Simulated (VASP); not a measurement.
An input for Quantum ESPRESSO's pw.x (written as the equivalent of a VASP run, and not itself run):

```
&CONTROL
  calculation = 'vc-relax'
  pseudo_dir = './pseudo'
  outdir = './out'
  tprnfor = .true.
  tstress = .true.
  nstep = 60
  forc_conv_thr = 0.00039
/
&SYSTEM
  ibrav = 0
  nat = 2
  ntyp = 2
  ecutwfc = 74
  occupations = 'smearing'
  smearing = 'gaussian'
  degauss = 0.003675
  input_dft = 'pbe'
/
&ELECTRONS
  conv_thr = 7.3e-08
  electron_maxstep = 100
/
&IONS
/
&CELL
/
ATOMIC_SPECIES
  K 39.098 K.upf
  Cl 35.450 Cl.upf
CELL_PARAMETERS angstrom
     0.0000000    3.1450000    3.1450000
     3.1450000    0.0000000    3.1450000
     3.1450000    3.1450000    0.0000000
ATOMIC_POSITIONS crystal
  K    0.0000000  0.0000000  0.0000000
  Cl   0.5000000  0.5000000  0.5000000
K_POINTS automatic
  7 7 7 0 0 0
```

Task: Translate this input to VASP (INCAR, KPOINTS, POSCAR, choice of POTCAR).

Result: This is not unique; one that fits is 
**KPOINTS**
```
kpoints
0
G
7 7 7
0 0 0
```

**POSCAR**
```
KCl
1
    0.0000000000     3.1450000000     3.1450000000
    3.1450000000     0.0000000000     3.1450000000
    3.1450000000     3.1450000000     0.0000000000
K Cl
1 1
Direct
  0.0000000000   0.0000000000   0.0000000000
  0.5000000000   0.5000000000   0.5000000000
```

**INCAR**
```
SYSTEM = KCl
PREC = Accurate; ENCUT = 400; LREAL = F
LASPH = T
EDIFF = 1E-6; NELM = 100; ALGO = Normal
ISMEAR = 0; SIGMA = 0.05
GGA = PE
IBRION = 2; NSW = 60; ISIF = 3
EDIFFG = -0.01
LWAVE = F; LCHARG = F
```

POTCAR, in this order: K_sv Cl (PBE.64 set). Program: vasp_std.

What does not carry over: the potentials are each code's own (VASP's PAW set, PseudoDojo norm-conserving files in pw.x), so ENCUT and ecutwfc are chosen apart and not converted; conv_thr bounds pw.x's estimated SCF error, while EDIFF bounds the energy change between steps; forc_conv_thr acts on force components and is met together with etot_conv_thr.

The compound is KCl in the rock salt structure. This run relaxes it. Symmetry was kept, so distortions that lower it aren't found.
